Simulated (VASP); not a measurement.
# CGeClH3 in VASP: reference runs

Aim: a first look at CGeClH3 with PBE, on the cell as given.

All numbers are computed with VASP 6.6.1; they aren't measurements. Logs are shortened: lines on timing, memory, paths and dates and some standing lists are left out, and cuts for length are marked.

## (1) Starting point

The cell holds a molecule in a box, 6 atoms: a = 12.000 Å, b = 13.000 Å, c = 11.000 Å, α = 90.00°, β = 90.00°, γ = 90.00°.

## (2) Single point, PBE

The input, INCAR:

```
  ALGO = Normal
  EDIFF = 1E-7
  ENCUT = 520
  GGA = PE
  ISIF = 2
  ISMEAR = 0
  LASPH = True
  LCHARG = False
  LREAL = False
  LWAVE = False
  NBANDS = 23
  NELM = 60
  PREC = Accurate
  SIGMA = 0.01
```

The input, KPOINTS:

```
k-points
0
Gamma
  1 1 1
```

The input, POSCAR:

```
GeH3CCl
1.0
   12.0000000000      0.0000000000      0.0000000000
    0.0000000000     13.0000000000      0.0000000000
    0.0000000000      0.0000000000     11.0000000000
C Ge Cl H
1 1 1 3
Direct
    0.4606291700      0.5591038500      0.4990272700
    0.6077458300      0.5291500000      0.5732909100
    0.5822458300      0.3623115400      0.5910363600
    0.4510041700      0.6409192300      0.4791636400
    0.3944208300      0.5344346200      0.5609272700
    0.4512875000      0.5146961500      0.4151454500
```

Potentials or basis: VASP PAW PBE potentials, release 64 (C, Ge_d, Cl, H).

Launch:

```sh
cat potpaw_PBE.64/C/POTCAR potpaw_PBE.64/Ge_d/POTCAR potpaw_PBE.64/Cl/POTCAR potpaw_PBE.64/H/POTCAR > POTCAR
mpirun -np 1 vasp_gam > vasp.out
```

OUTCAR:

```text
EDIFF = 1E-7
   ENCUT = 520
   GGA = PE
   ISIF = 2
   ISMEAR = 0
   LASPH = True
   LREAL = False
   NELM = 60
   PREC = Accurate

 ion  position               nearest neighbor table
   1  0.461  0.559  0.499-   4 1.09   6 1.09   5 1.09   2 1.98
   2  0.608  0.529  0.573-   1 1.98   3 2.20
   3  0.582  0.362  0.591-   2 2.20
   4  0.451  0.641  0.479-   1 1.09
   5  0.394  0.534  0.561-   1 1.09
   6  0.451  0.515  0.415-   1 1.09

  LATTYP: Found a simple orthorhombic cell.
 ALAT       =    11.0000000000
 B/A-ratio  =     1.0909090909
 C/A-ratio  =     1.1818181818

  Lattice vectors:

 A1 = (   0.0000000000,   0.0000000000,  11.0000000000)
 A2 = (  12.0000000000,   0.0000000000,   0.0000000000)
 A3 = (   0.0000000000,  13.0000000000,   0.0000000000)

Analysis of symmetry for initial positions (statically):
=====================================================================
 Subroutine PRICEL returns:
 Original cell was already a primitive cell.

 Routine SETGRP: Setting up the symmetry group for a
 simple orthorhombic supercell.

 Subroutine GETGRP returns: Found  1 space group operations
 (whereof  1 operations were pure point group operations)
 out of a pool of  8 trial point group operations.

The static configuration has the point symmetry C_1 .

Analysis of symmetry for dynamics (positions and initial velocities):
=====================================================================
 Subroutine PRICEL returns:
 Original cell was already a primitive cell.

 Routine SETGRP: Setting up the symmetry group for a
 simple orthorhombic supercell.

 Subroutine GETGRP returns: Found  1 space group operations
 (whereof  1 operations were pure point group operations)
 out of a pool of  8 trial point group operations.

The dynamic configuration has the point symmetry C_1 .

 Subroutine INISYM returns: Found  1 space group operations
 (whereof  1 operations are pure point group operations),
 and found     1 'primitive' translations

----------------------------------------------------------------------------------------

[... 73 lines left out ...]
   LASPH  =      T    aspherical Exc in radial PAW
   ENCUT  =  520.0 eV  38.22 Ry    6.18 a.u.  22.31 24.17 20.45*2*pi/ulx,y,z
   NELM   =     60;   NELMIN=  2; NELMDL= -5     # of ELM steps
   EDIFF  = 0.1E-06   stopping-criterion for ELM
   LREAL  =      F    real-space projection
   EDIFFG = 0.1E-05   stopping-criterion for IOM
   NSW    =      0    number of steps for IOM
   IBRION =     -1    ionic relax: 0-MD 1-quasi-New 2-CG
   NFREE  =      0    steps in history (QN), initial steepest desc. (CG)
   ISIF   =      2    stress and relaxation
   ISYM   =      2    0-nonsym 1-usesym 2-fastsym
   POTIM  = 0.5000    time-step for ionic-motion
   TEBEG  =    0.0;   TEEND  =   0.0 temperature during run
   PSTRESS=    0.0 pullay stress
   NELECT =      28.0000    total number of electrons
   NUPDOWN=      -1.0000    fix difference up-down
   EMIN   =  10.00;   EMAX   =-10.00  energy-range for DOS
   EFERMI =   0.00;   METHOD = LEGACY
   ISMEAR =     0;   SIGMA  =   0.01  broadening in eV -4-tet -1-fermi 0-gaus
   EFERMI_NEDOS =   21; number of points for ismear=-14 and -15
   IALGO  =     38    algorithm
   IMIX   =      4    mixing-type and parameters
     AMIX     =   0.40;   BMIX     =  1.00
     AMIX_MAG =   1.60;   BMIX_MAG =  1.00
  volume/ion in A,a.u.               =     286.00      1930.02
  Fermi-wavevector in a.u.,A,eV,Ry     =   0.415230  0.784670  2.345858  0.172416
  Thomas-Fermi vector in A             =   1.374036
   LORBIT       =      0    0 simple, 1 ext, 2 COOP (PROOUT), +10 PAW based schemes
   GGA     = PE    functional components
   LHFCALC =     F    Hartree Fock is set to
   AEXX    =    0.0000 exact exchange contribution
   IVDW    =     0    specifies the selected vdW correction
   LEPSILON=     F    determine dielectric tensor
   LRPA    =     F    only Hartree local field effects (RPA)
 non-spin polarized calculation
 Gauss-broadening in eV      SIGMA  =   0.01
  energy-cutoff  :      520.00
  volume of cell :     1716.00
 maximum number of plane-waves:     23131
 NGX is ok and might be reduce to    90
   NGX = 45   NGY = 49   NGZ = 41

 number of electron      28.0000003 magnetization

 Free energy of the ion-electron system (eV)
  ---------------------------------------------------
  ext. energy  EPLUGINS =         0.00000000
  ---------------------------------------------------
  free energy    TOTEN  =       -26.44845236 eV

  energy without entropy =      -26.44845236  energy(sigma->0) =      -26.44845236

 E-fermi :  -5.4441     XC(G=0):  -0.8744

 val. band max:       -5.5467317237   @ k =   0.0000   0.0000   0.0000
 cond. band min:      -3.1654346957   @ k =   0.0000   0.0000   0.0000
 fundamental gap:      2.3812970280
 Fermi energy:        -5.4440774371

 k-point     1 :       0.0000    0.0000    0.0000
  band No.  band energies     occupation
      1     -29.1102      2.00000
      2     -29.0623      2.00000
      3     -28.9096      2.00000
      4     -28.8111      2.00000
      5     -28.7622      2.00000
      6     -19.7762      2.00000
[... 15 lines left out ...]
     22       0.9075      0.00000
     23       1.1051      0.00000

------------------------ aborting loop because EDIFF is reached ----------------------------------------

  FORCE on cell =-STRESS in cart. coord.  units (eV):
  Direction    XX          YY          ZZ          XY          YZ          ZX
  --------------------------------------------------------------------------------------
  -------------------------------------------------------------------------------------
  Total        0.4564123      0.9152133      0.2972511     -0.0139736     -0.1109938      0.0992783
  in kB        0.4261384      0.8545070      0.2775343     -0.0130468     -0.1036316      0.0926931
  external PRESSURE =       0.5193932 kB  Pullay stress =       0.0000000 kB

 VOLUME and BASIS-vectors are now :
 -----------------------------------------------------------------------------
  energy-cutoff  :      520.00
  volume of cell :     1716.00
      direct lattice vectors                 reciprocal lattice vectors
    12.000000000  0.000000000  0.000000000     0.083333333  0.000000000  0.000000000
     0.000000000 13.000000000  0.000000000     0.000000000  0.076923077  0.000000000
     0.000000000  0.000000000 11.000000000     0.000000000  0.000000000  0.090909091

 POSITION                                       TOTAL-FORCE (eV/Angst)
 -----------------------------------------------------------------------------------
      5.52755      7.26835      5.48930        -0.025129      0.045318     -0.017867
      7.29295      6.87895      6.30620         0.235603      0.217347      0.067603
      6.98695      4.71005      6.50140        -0.013228     -0.299498      0.040705
      5.41205      8.33195      5.27080        -0.016843      0.214447     -0.040672
      4.73305      6.94765      6.17020        -0.156556     -0.063459      0.131243
      5.41545      6.69105      4.56660        -0.023847     -0.114155     -0.181012
 -----------------------------------------------------------------------------------
    total drift:                                0.001457     -0.001939      0.000424

  FREE ENERGIE OF THE ION-ELECTRON SYSTEM (eV)
  ---------------------------------------------------
  free  energy   TOTEN  =       -26.4484523632 eV

  energy  without entropy=      -26.4484523632  energy(sigma->0) =      -26.44845236
```

OSZICAR:

```text
N       E                     dE             d eps       ncg     rms          rms(c)
DAV:   1     0.217592187905E+03    0.21759E+03   -0.92339E+03    54   0.748E+02
DAV:   2     0.302025007023E+02   -0.18739E+03   -0.18349E+03    69   0.167E+02
DAV:   3    -0.249157975388E+02   -0.55118E+02   -0.54727E+02    60   0.872E+01
[... 20 lines left out ...]
DAV:  24    -0.264484510584E+02   -0.23199E-05   -0.67665E-08    53   0.797E-04    0.137E-04
DAV:  25    -0.264484520143E+02   -0.95584E-06   -0.31604E-08    53   0.429E-04    0.136E-04
DAV:  26    -0.264484522328E+02   -0.21852E-06   -0.46316E-09    53   0.212E-04    0.964E-05
DAV:  27    -0.264484523478E+02   -0.11495E-06   -0.40146E-09    38   0.225E-04    0.472E-05
DAV:  28    -0.264484523632E+02   -0.15426E-07    0.20817E-09    53   0.115E-04
   1 F= -.26448452E+02 E0= -.26448452E+02  d E =-.968045E-48
```

Run time: 2.7 min. Hardware: 1 thread of Intel Xeon Platinum 8488C (Sapphire Rapids), shared host; peak memory 1.3 GiB.

Results:

* Free energy: -26.4485 eV
* Largest force: 0.328 eV/Å
* Gap between the frontier levels: 2.38 eV

Forces on the atoms (eV/Å):
```
C   -0.025  0.045 -0.018
Ge   0.236  0.217  0.068
Cl  -0.013 -0.299  0.041
H   -0.017  0.214 -0.041
H   -0.157 -0.063  0.131
H   -0.024 -0.114 -0.181
```
